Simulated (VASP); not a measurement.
Input of a VASP 6.6.1 run:

INCAR

```
ALGO = Normal
EDIFF = 1E-6
ENCUT = 520
GGA = PS
ISIF = 2
ISMEAR = 0
KPAR = 2
LASPH = True
LCHARG = False
LREAL = False
LWAVE = False
NBANDS = 31
NELM = 60
PREC = Accurate
SIGMA = 0.02
```

Contents of KPOINTS:

```
k-points
0
Gamma
  3 3 2
```

Contents of POSCAR:

```
Al3InSb4                                
1.0
   -0.0000000000     -3.1778938543     -3.1778938543
    3.0822228310      6.2775142213     -3.0996203670
    6.1526075690     -3.1217860212      3.1217860212
  In              Al              Sb            
     1     3     4
Direct
     0.7495563061300935    0.4991126122601873    0.2503938328296951
     0.5026924342653012    0.0053848685306022    0.5050788542935069
     0.2499117044493561    0.4998234088987122    0.7514154203358896
     0.9985182338820346    0.9970364677640686    0.9965776231257194
     0.8131531001379987    0.6263062002759974    0.9240781894658112
     0.5538574166691015    0.1077148333382035    0.1830837923857223
     0.3181244830306210    0.6362489660612420    0.4517982531923830
     0.0641863214354933    0.1283726428709866    0.6875740343712727
```

The input KPOINTS_OPT:

```
path GYFLI,I1ZF1,YX1,XGN,MG
20
line-mode
reciprocal
 0.0000000000  0.0000000000  0.0000000000  G
 0.0000000000 -0.5000000000  1.0000000000  Y

 0.0000000000 -0.5000000000  1.0000000000  Y
 0.0000000000  0.2031250000  1.2812500000  F

 0.0000000000  0.2031250000  1.2812500000  F
 0.0000000000 -0.5000000000  0.5000000000  L

 0.0000000000 -0.5000000000  0.5000000000  L
 0.4687500000 -0.7343750000  0.5000000000  I

 0.5312500000 -0.2656250000 -0.5000000000  I1
 0.0000000000  0.0000000000 -0.5000000000  Z

 0.0000000000  0.0000000000 -0.5000000000  Z
 0.0000000000 -1.2031250000 -0.2812500000  F1

 0.0000000000 -0.5000000000  1.0000000000  Y
 0.3125000000 -0.6562500000  1.0000000000  X1

 0.6875000000 -0.3437500000  0.0000000000  X
 0.0000000000  0.0000000000  0.0000000000  G

 0.0000000000  0.0000000000  0.0000000000  G
 0.5000000000 -0.5000000000  0.5000000000  N

 0.5000000000 -0.5000000000  0.0000000000  M
 0.0000000000  0.0000000000  0.0000000000  G
```

Potentials or basis: VASP PAW PBE potentials, release 64 (In_d, Al, Sb).

Command:

```console
$ cat potpaw_PBE.64/In_d/POTCAR potpaw_PBE.64/Al/POTCAR potpaw_PBE.64/Sb/POTCAR > POTCAR
$ mpirun -np 2 vasp_std > vasp.out
```

(1) Estimate the band gap along the path.

(2) What does it give for the pressure?

(3) What does it give for the band gap on the k mesh?

Answers

(1) 0.80 eV, indirect (least direct gap 0.88 eV).

(2) 0.0 GPa.

(3) 0.88 eV, direct.

Caveat: the k mesh is coarse (spacing up to 0.49 Å⁻¹), so the values aren't converged; the PAW data sets were made with another functional, which shifts forces and pressure a little; spin-orbit coupling is left out, which moves the levels of the heavy elements; the mesh misses the band edges, which the band path finds closer together.
